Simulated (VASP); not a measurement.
Input:

```
CELL_PARAMETERS angstrom
      1.23976    -2.14732     0.00000
      1.23976     2.14732     0.00000
      0.00000     0.00000     7.18831
ATOMIC_POSITIONS crystal
  C  0.00000 0.00000 0.25000
  C  0.00000 0.00000 0.75000
  C  0.33333 0.66667 0.25000
  C  0.66667 0.33333 0.75000
```

Calculation: MS2 meta-GGA, VASP's PBE PAW potentials (set 64) (plane waves; VASP 6.6.1). Settings: 520 eV cut-off, 10×10×3 Γ-centred mesh, Gaussian smearing of 0.050 eV, potentials C.

Task: The ions and cell shape at fixed volume are relaxed. Predict the relaxed structure.

Result: 
```
CELL_PARAMETERS angstrom
      1.22777    -2.12656     0.00000
      1.22777     2.12656     0.00000
      0.00000     0.00000     7.32935
ATOMIC_POSITIONS crystal
  C  0.00000 0.00000 0.25000
  C  0.00000 0.00000 0.75000
  C  0.33333 0.66667 0.25000
  C  0.66667 0.33333 0.75000
```
Space group P6_3/mmc (194), at a tolerance of 0.03 Å.

Task: How much energy does the relaxation gain?

Result: The energy (σ→0) changes by -6.8 meV/atom, in 3 ionic steps.

```csv
step,E(σ→0) (eV),max force (eV/Å),pressure (GPa),volume (Å³)
1,-44.1058,0.000,-7.79,38.27
2,-44.1325,0.000,0.83,38.27
3,-44.1331,0.000,-0.30,38.27
```

The compound is C in the graphite structure. This cell is one point of a volume scan, at 1.03 of the reference volume. Symmetry was kept, so distortions that lower it aren't found.
